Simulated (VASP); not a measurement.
Data:

```yaml
crystal:
  lattice:
    - [0.00000, 2.60382, 2.60382]
    - [2.60382, 0.00000, 2.60382]
    - [2.60382, 2.60382, 0.00000]
  atoms:
    - { symbol: B, position: [0.00000, 0.00000, 0.00000] }
    - { symbol: Bi, position: [0.50000, 0.50000, 0.50000] }
```

The numbers are results of PBEsol GGA, VASP's PBE PAW potentials (set 64) (plane waves; VASP), not measurements. Settings: 620 eV cut-off, 12×12×12 Γ-centred mesh, first-order Methfessel-Paxton smearing of 0.10 eV, potentials B Bi_d.

Unless said otherwise, spin-orbit coupling is left out, though it shifts the bands of the heavy elements here.

Task: What does the run give for the energy per atom (σ→0), band gap (on the k-mesh) with the smallest direct gap where there is one?

Result: 
```yaml
band gap (on the k-mesh): none (metal, semimetal or under 0.01 eV)
energy per atom (σ→0): -4.522 eV/atom
```

The absolute energy has meaning only against runs of the same code, potentials and settings.

The structure was generated: BBi was put into the rock salt type (Fm-3m), which need not be its known phase. It was relaxed first, which changed the volume by +12 %.
